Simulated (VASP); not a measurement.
These are LDA (Ceperley-Alder, Perdew-Zunger), VASP's LDA PAW potentials (set 64) (plane waves; VASP 6.6.1) values and carry that method's errors.

VASP input:

**INCAR**
```
ALGO=Normal
EDIFF=1E-6
EDIFFG=-0.01
ENCUT=400
IBRION=2
ISIF=3
ISMEAR=1
LASPH=.TRUE.
LCHARG=.FALSE.
LMAXMIX=4
LREAL=.FALSE.
LWAVE=.FALSE.
NELM=100
NSW=60
PREC=Accurate
SIGMA=0.1
SYSTEM=Ba
```

KPOINTS:
```
Automatic mesh
0
Gamma
 10 10 10
0 0 0
```

File POSCAR:
```
Ba
1
   -2.3821859620     2.3821859620     2.3821859620
    2.3821859620    -2.3821859620     2.3821859620
    2.3821859620     2.3821859620    -2.3821859620
Ba
1
Direct
  0.0000000000   0.0000000000   0.0000000000
```

POTCAR, in this order: Ba_sv (LDA.64 set). Program: vasp_std.

The run wrote:

**OSZICAR**
```
       N       E                     dE             d eps       ncg     rms          rms(c)
DAV:   1     0.484690081565E+02    0.48469E+02   -0.40134E+03   846   0.767E+02
DAV:   2    -0.592870597310E+00   -0.49062E+02   -0.48285E+02  1027   0.143E+02
DAV:   3    -0.222776145298E+01   -0.16349E+01   -0.16249E+01  1063   0.289E+01
DAV:   4    -0.225814657530E+01   -0.30385E-01   -0.30335E-01  1241   0.347E+00
DAV:   5    -0.225849560503E+01   -0.34903E-03   -0.34901E-03  1225   0.236E-01    0.205E+00
DAV:   6    -0.225115060637E+01    0.73450E-02   -0.49329E-03  1116   0.733E-01    0.120E+00
DAV:   7    -0.224707852891E+01    0.40721E-02   -0.89040E-03  1199   0.948E-01    0.569E-02
DAV:   8    -0.224713096968E+01   -0.52441E-04   -0.15593E-04  1202   0.845E-02    0.636E-03
DAV:   9    -0.224713268379E+01   -0.17141E-05   -0.52652E-06  1149   0.108E-02    0.286E-03
DAV:  10    -0.224713241776E+01    0.26603E-06   -0.35773E-07   605   0.396E-03
   1 F= -.22471324E+01 E0= -.22468333E+01  d E =-.224713E+01
       N       E                     dE             d eps       ncg     rms          rms(c)
DAV:   1    -0.224790242264E+01   -0.76974E-03   -0.20702E-02   856   0.117E+00    0.118E-01
DAV:   2    -0.224734102567E+01    0.56140E-03   -0.11790E-03   861   0.329E-01    0.541E-02
DAV:   3    -0.224718292561E+01    0.15810E-03   -0.94767E-04  1253   0.211E-01    0.188E-02
DAV:   4    -0.224718477838E+01   -0.18528E-05   -0.53970E-06   907   0.237E-02    0.142E-02
DAV:   5    -0.224719169820E+01   -0.69198E-05   -0.52783E-06  1190   0.148E-02    0.209E-03
DAV:   6    -0.224719170697E+01   -0.87749E-08   -0.11236E-07   463   0.268E-03
   2 F= -.22471917E+01 E0= -.22468947E+01  d E =-.592892E-04
       N       E                     dE             d eps       ncg     rms          rms(c)
DAV:   1    -0.224766016006E+01   -0.46846E-03   -0.13212E-02   846   0.934E-01    0.938E-02
DAV:   2    -0.224730237241E+01    0.35779E-03   -0.75190E-04   850   0.262E-01    0.431E-02
DAV:   3    -0.224720172919E+01    0.10064E-03   -0.60336E-04  1234   0.169E-01    0.150E-02
DAV:   4    -0.224720293294E+01   -0.12038E-05   -0.34560E-06   863   0.190E-02    0.113E-02
DAV:   5    -0.224720733665E+01   -0.44037E-05   -0.33721E-06  1126   0.118E-02    0.176E-03
DAV:   6    -0.224720734516E+01   -0.85074E-08   -0.87153E-08   435   0.232E-03
   3 F= -.22472073E+01 E0= -.22469117E+01  d E =-.749274E-04
```

File OUTCAR:
```
------------------------ aborting loop because EDIFF is reached ----------------------------------------
  FORCE on cell =-STRESS in cart. coord.  units (eV):
  Direction    XX          YY          ZZ          XY          YZ          ZX
  --------------------------------------------------------------------------------------
  Total        0.0003231      0.0003231      0.0003231      0.0000000      0.0000000     -0.0000000
  in kB        0.0095156      0.0095156      0.0095156      0.0000000      0.0000000     -0.0000000
  external PRESSURE =       0.0095156 kB  Pullay stress =       0.0000000 kB
  volume of cell :       54.41
      direct lattice vectors                 reciprocal lattice vectors
    -2.387076207  2.387076207  2.387076207     0.000000000  0.209461264  0.209461264
     2.387076207 -2.387076207  2.387076207     0.209461264  0.000000000  0.209461264
     2.387076207  2.387076207 -2.387076207     0.209461264  0.209461264  0.000000000
 POSITION                                       TOTAL-FORCE (eV/Angst)
 -----------------------------------------------------------------------------------
      0.00000      0.00000     -0.00000        -0.000000      0.000000     -0.000000
 -----------------------------------------------------------------------------------
    total drift:                               -0.000000     -0.000000      0.000000
  FREE ENERGIE OF THE ION-ELECTRON SYSTEM (eV)
  ---------------------------------------------------
  free  energy   TOTEN  =        -2.2472073452 eV

  energy  without entropy=       -2.2463204108  energy(sigma->0) =       -2.24691170

 reached required accuracy - stopping structural energy minimisation
```
(Selected blocks of OUTCAR.)

CONTCAR:
```
Ba
   1.00000000000000
    -2.3870762065667548    2.3870762065667548    2.3870762065667548
     2.3870762065667548   -2.3870762065667548    2.3870762065667548
     2.3870762065667548    2.3870762065667548   -2.3870762065667548
  Ba
     1
Direct
     0.0000000000000000    0.0000000000000000    0.0000000000000000
```

The compound is Ba in the bcc structure. This run relaxes it. Symmetry was kept, so distortions that lower it aren't found. The start is the result of an earlier pass.
